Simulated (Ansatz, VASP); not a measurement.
**ZrBRh3: VASP beside Ansatz**

Aim: how closely do two programs agree when they are given the same cell, functional and k mesh? The cell is taken from a series of runs on this material, whose earlier steps may have relaxed, scaled, displaced or heated it; both programs get it as it stands.

Program: Ansatz 0.2.0. Level of theory: plane waves, with VASP 6.6.1 beside it; relaxation of cell and atoms at PBEsol. Results are calculated unless marked as measured.

## 1. The structure

It takes space group Pm-3m (No. 221, cubic). Conventional cell: a = 4.089 Å, b = 4.089 Å, c = 4.089 Å, α = 90.00°, β = 90.00°, γ = 90.00°. Nearest to Zr lie 12 Rh at 2.89 Å. B has 6 Rh at 2.04 Å nearest. Rh has 2 B at 2.04 Å and 4 Zr at 2.89 Å and 8 Rh at 2.89 Å nearest. Farther neighbours are not listed.

Coordinates:

```xyz
5
Lattice="4.0892 0.0000 0.0000 0.0000 4.0892 0.0000 0.0000 0.0000 4.0892" Properties=species:S:1:pos:R:3 pbc="T T T"
Zr    0.0000    0.0000    0.0000
B     2.0446    2.0446    2.0446
Rh    0.0000    2.0446    2.0446
Rh    2.0446    2.0446    0.0000
Rh    2.0446    0.0000    2.0446
```

## 2. VASP: relaxation of cell and atoms, PBEsol

The relaxed volume is the usual yardstick between codes: in a stiff, nearly cubic crystal its relative difference is about their pressure difference at one cell divided by the bulk modulus.

Lines of VASP's logs that name or quote its potential files are left out, and so is its time.

INCAR reads:

```
SYSTEM = ZrBRh3
PREC = Accurate
ENCUT = 500
EDIFF = 1E-07
NELM = 120
ISMEAR = 1
SIGMA = 0.2
LREAL = .FALSE.
ALGO = Normal
GGA = PS
NBANDS = 37
LASPH = .TRUE.
LORBIT = 11
LWAVE = .FALSE.
LCHARG = .FALSE.
ISIF = 3
IBRION = 2
NSW = 80
EDIFFG = -0.005
GGA_COMPAT = .FALSE.
NELMIN = 4
KPAR = 2
```

POSCAR reads:

```
ZrBRh3
1.0
    4.0892090000      0.0000000000      0.0000000000
    0.0000000000      4.0892090000      0.0000000000
    0.0000000000      0.0000000000      4.0892090000
Zr B Rh
1 1 3
Direct
    0.0000000000      0.0000000000      0.0000000000
    0.4999998777      0.4999998777      0.4999998777
    0.0000000000      0.4999998777      0.4999998777
    0.4999998777      0.4999998777      0.0000000000
    0.4999998777      0.0000000000      0.4999998777
```

KPOINTS reads:

```
Automatic mesh
0
Gamma
12 12 12
0 0 0
```

Potentials, in the order of the species: Zr_sv, B and Rh_pv (PBE family, release 64).

The run is started by

```
mpirun -np 2 vasp_std
```

Numbers of over 12 decimals in the logs are rounded to 6 here.

Output:

```text
[banner, memory and clock lines left out]
running    2 mpi-ranks, on    1 nodes
 distrk:  each k-point on    1 cores,    2 groups
 distr:  one band on    1 cores,    1 groups

 POSCAR found type information on POSCAR ZrB Rh
 POSCAR found :  3 types and       5 ions
|                                                                             |
|               ----> ADVICE to this user running VASP <----                  |
|                                                                             |
|     You enforced a specific xc type in the INCAR file but a different       |
|     [... a line on the potential file left out ...]
|     I HOPE YOU KNOW WHAT YOU ARE DOING!                                     |
|                                                                             |

 LDA part: xc-table for (Slater+PW92), standard interpolation
 POSCAR, INCAR and KPOINTS ok, starting setup
 FFT: planning ... GRIDC
 FFT: planning ... GRID_SOFT
 FFT: planning ... GRID
 WAVECAR not read
 entering main loop
       N       E                     dE             d eps       ncg     rms          rms(c)
DAV:   1     0.717584643544E+03    0.71758E+03   -0.35660E+04  6232   0.175E+03
DAV:   2    -0.170267992624E+02   -0.73461E+03   -0.71727E+03  6579   0.543E+02
DAV:   3    -0.474239219019E+02   -0.30397E+02   -0.29690E+02  8782   0.110E+02
DAV:   4    -0.483541040761E+02   -0.93018E+00   -0.92748E+00  8395   0.145E+01
DAV:   5    -0.483712865634E+02   -0.17182E-01   -0.17179E-01  7651   0.201E+00    0.274E+01
DAV:   6    -0.445517549439E+02    0.38195E+01   -0.13111E+01  7081   0.220E+01    0.718E+00
DAV:   7    -0.444380871567E+02    0.11367E+00   -0.16712E+00  8632   0.634E+00    0.464E+00
DAV:   8    -0.443489916098E+02    0.89096E-01   -0.36418E-01  7046   0.357E+00    0.242E+00
DAV:   9    -0.443390306263E+02    0.99610E-02   -0.43951E-02  6649   0.117E+00    0.671E-01
DAV:  10    -0.443385114856E+02    0.51914E-03   -0.49909E-03  7604   0.403E-01    0.174E-01
DAV:  11    -0.443385931503E+02   -0.81665E-04   -0.69651E-04  7561   0.193E-01    0.292E-02
DAV:  12    -0.443385883025E+02    0.48478E-05   -0.26374E-05  7100   0.313E-02    0.812E-03
DAV:  13    -0.443385867730E+02    0.15295E-05   -0.33132E-06  8440   0.910E-03    0.233E-03
DAV:  14    -0.443385865922E+02    0.18075E-06   -0.19963E-07  5327   0.275E-03    0.748E-04
DAV:  15    -0.443385866326E+02   -0.40354E-07   -0.38535E-08  3283   0.114E-03
   1 F= -.44338587E+02 E0= -.44340773E+02  d E =-.443386E+02
 curvature:   0.00 expect dE= 0.000E+00 dE for cont linesearch  0.000E+00
 trial: gam= 0.00000 g(F)=  0.000E+00 g(S)=  0.118E-03 ort = 0.000E+00 (trialstep = 0.100E+01)
 search vector abs. value=  0.118E-03
 bond charge predicted
       N       E                     dE             d eps       ncg     rms          rms(c)
DAV:   1    -0.443430921504E+02   -0.45056E-02   -0.76860E-02  6271   0.234E+00    0.576E-01
DAV:   2    -0.443406437075E+02    0.24484E-02   -0.41942E-02  6937   0.129E+00    0.312E-01
DAV:   3    -0.443385910679E+02    0.20526E-02   -0.73733E-03  7427   0.527E-01    0.675E-02
DAV:   4    -0.443385242238E+02    0.66844E-04   -0.53039E-04  8210   0.117E-01    0.445E-02
DAV:   5    -0.443385266485E+02   -0.24247E-05   -0.20284E-05  8910   0.187E-02    0.281E-02
DAV:   6    -0.443385276635E+02   -0.10150E-05   -0.13512E-05  9268   0.135E-02    0.480E-03
DAV:   7    -0.443385271231E+02    0.54037E-06   -0.62646E-07  7495   0.377E-03    0.147E-03
DAV:   8    -0.443385271641E+02   -0.41005E-07   -0.18360E-08  3263   0.824E-04
   2 F= -.44338527E+02 E0= -.44340724E+02  d E =0.594684E-04
 trial-energy change:    0.000059  1 .order    0.000058   -0.000118    0.000233
 step:   0.3290(harm=  0.3363)  dis= 0.00000  next Energy=   -44.338606 (dE=-0.194E-04)
 bond charge predicted
       N       E                     dE             d eps       ncg     rms          rms(c)
DAV:   1    -0.443406545923E+02   -0.21275E-02   -0.34593E-02  6266   0.157E+00    0.390E-01
DAV:   2    -0.443395245057E+02    0.11301E-02   -0.18780E-02  6932   0.868E-01    0.208E-01
DAV:   3    -0.443386208011E+02    0.90370E-03   -0.32402E-03  7443   0.351E-01    0.449E-02
DAV:   4    -0.443385944636E+02    0.26338E-04   -0.23368E-04  8216   0.779E-02    0.298E-02
DAV:   5    -0.443385990632E+02   -0.45996E-05   -0.90156E-06  8764   0.127E-02    0.188E-02
DAV:   6    -0.443386051929E+02   -0.61298E-05   -0.62100E-06  9202   0.915E-03    0.321E-03
DAV:   7    -0.443386059529E+02   -0.75992E-06   -0.26373E-07  6118   0.257E-03    0.988E-04
DAV:   8    -0.443386059203E+02    0.32519E-07   -0.12352E-08  3183   0.657E-04
   3 F= -.44338606E+02 E0= -.44340795E+02  d E =-.192877E-04
 curvature:  -0.17 expect dE=-0.418E-08 dE for cont linesearch -0.418E-08
 trial: gam=-0.01429 g(F)=  0.185E-46 g(S)=  0.249E-07 ort = 0.171E-05 (trialstep = 0.866E+00)
 search vector abs. value=  0.105E-09
 reached required accuracy - stopping structural energy minimisation
```

Parts of OUTCAR (step 2):

```text
ion  position               nearest neighbor table
   1  0.000  0.000  0.000-   3 2.89   4 2.89   5 2.89   3 2.89   5 2.89   3 2.89   4 2.89   4 2.89
                             5 2.89   3 2.89   5 2.89   4 2.89
   2  0.500  0.500  0.500-   3 2.04   4 2.04   5 2.04   3 2.04   5 2.04   4 2.04
   3  0.000  0.500  0.500-   2 2.04   2 2.04   4 2.89   5 2.89   1 2.89   5 2.89   1 2.89   4 2.89
                             1 2.89   4 2.89   5 2.89   1 2.89   5 2.89   4 2.89
   4  0.500  0.500  0.000-   2 2.04   2 2.04   3 2.89   5 2.89   1 2.89   3 2.89   1 2.89   5 2.89
                             1 2.89   3 2.89   5 2.89   3 2.89   5 2.89   1 2.89
   5  0.500  0.000  0.500-   2 2.04   2 2.04   3 2.89   4 2.89   1 2.89   3 2.89   1 2.89   4 2.89
                             1 2.89   3 2.89   4 2.89   1 2.89   3 2.89   4 2.89

  LATTYP: Found a simple cubic cell.
 ALAT       =     4.0892090000

 Subroutine GETGRP returns: Found 48 space group operations
 (whereof 48 operations were pure point group operations)

The static configuration has the point symmetry O_h .

 Found     84 irreducible k-points:

   k-points           NKPTS =     84   k-points in BZ     NKDIM =     84   number of bands    NBANDS=     37

   dimension x,y,z NGX =    30 NGY =   30 NGZ =   30
   dimension x,y,z NGXF=    60 NGYF=   60 NGZF=   60

   ENCUT  =  500.0 eV  36.75 Ry    6.06 a.u.   7.46  7.46  7.46*2*pi/ulx,y,z

   NELECT =      60.0000    total number of electrons

 k-points in reciprocal lattice and weights: Automatic mesh
   0.00000000  0.00000000  0.00000000       0.001
   0.08333333  0.00000000  0.00000000       0.003
   0.16666667  0.00000000  0.00000000       0.003
   0.25000000  0.00000000  0.00000000       0.003
   0.33333333  0.00000000  0.00000000       0.003
   0.41666667  0.00000000  0.00000000       0.003
   0.50000000  0.00000000  0.00000000       0.002
   0.08333333  0.08333333  0.00000000       0.007
   0.16666667  0.08333333  0.00000000       0.014
[...]
0.50000000  0.50000000  0.41666667       0.003
   0.50000000  0.50000000  0.50000000       0.001

 average (electrostatic) potential at core
       1 -73.2663       2 -21.9890       3 -71.2570       4 -71.2570       5 -71.2570

 E-fermi :  11.1429

 k-point     1 :       0.0000    0.0000    0.0000
  band No.  band energies     occupation
    ...
     28       9.8028      2.00000
     29      11.0349      1.78254
     30      11.0588      1.64664
     31      11.0588      1.64664
     32      11.0588      1.64664
     33      13.4123     -0.00000
     34      13.4123     -0.00000
     35      14.8807     -0.00000
     36      14.8807     -0.00000
     37      14.8807     -0.00000

 k-point     2 :       0.0833    0.0000    0.0000
  band No.  band energies     occupation
    ...
     26       9.5770      2.00000
     27       9.5770      2.00000
     28      10.0775      2.00000
     29      10.9789      1.98987
     30      11.0590      1.64554
     31      11.2935      0.04575
     32      11.2935      0.04575
     33      13.3713     -0.00000
     34      13.4711     -0.00000
     35      14.6480     -0.00000
    ...

 k-point     3 :       0.1667    0.0000    0.0000
  band No.  band energies     occupation
    ...
     26       9.1870      2.00000
     27       9.3330      2.00000
     28      10.1381      2.00000
     29      10.8125      2.04140
     30      11.0594      1.64279
     31      11.7212     -0.00034
     32      11.7212     -0.00034
     33      13.2593     -0.00000
     34      13.5625     -0.00000
     35      14.1485     -0.00000
    ...

  Total        0.0009267      0.0009267      0.0009267     -0.0000000      0.0000000     -0.0000000
  in kB        0.0217013      0.0217013      0.0217013     -0.0000000      0.0000000     -0.0000000
  external PRESSURE =       0.0217013 kB  Pullay stress =       0.0000000 kB

  energy-cutoff  :      500.00
  volume of cell :       68.42
      direct lattice vectors                 reciprocal lattice vectors
     4.090038544  0.000000000 -0.000000000     0.244496473 -0.000000000 -0.000000000
     0.000000000  4.090038544 -0.000000000    -0.000000000  0.244496473 -0.000000000
     0.000000000  0.000000000  4.090038544     0.000000000  0.000000000  0.244496473

 POSITION                                       TOTAL-FORCE (eV/Angst)
 -----------------------------------------------------------------------------------
      0.00000      0.00000      0.00000        -0.000000     -0.000000      0.000000
      2.04502      2.04502      2.04502        -0.000000     -0.000000      0.000000
      0.00000      2.04502      2.04502         0.000000      0.000000      0.000000
      2.04502      2.04502     -0.00000         0.000000     -0.000000      0.000000
      2.04502      0.00000      2.04502        -0.000000      0.000000      0.000000
 -----------------------------------------------------------------------------------
    total drift:                                0.001207      0.001207      0.001207

  FREE ENERGIE OF THE ION-ELECTRON SYSTEM (eV)
  ---------------------------------------------------
  free  energy   TOTEN  =       -44.3386059203 eV

  energy  without entropy=      -44.3451746018  energy(sigma->0) =      -44.34079548

 reached required accuracy - stopping structural energy minimisation

 total charge
# of ion       s       p       d       tot
------------------------------------------
    1        2.216   5.993   1.427   9.636
    2        0.765   1.204   0.000   1.969
    3        0.393   6.326   7.281  14.000
    4        0.393   6.326   7.281  14.000
    5        0.393   6.326   7.281  14.000
--------------------------------------------------
tot          4.161  26.174  23.271  53.606

[... 3 further parts left out ...]
```

(Part 1 of 2 ends here.)

[Lines on the potential files, build, host, timing and source positions are cut from VASP's logs without a mark.]

[Logs are printed without paths, hosts, clocks, repeated set-up lines and the standing remarks that a program may print on its own settings, such as how far it seeks lower states.]

[Hosts, paths, dates, database ids (printed as entryN), source tags and the programs' standing remarks are cut or masked in the printed files.]
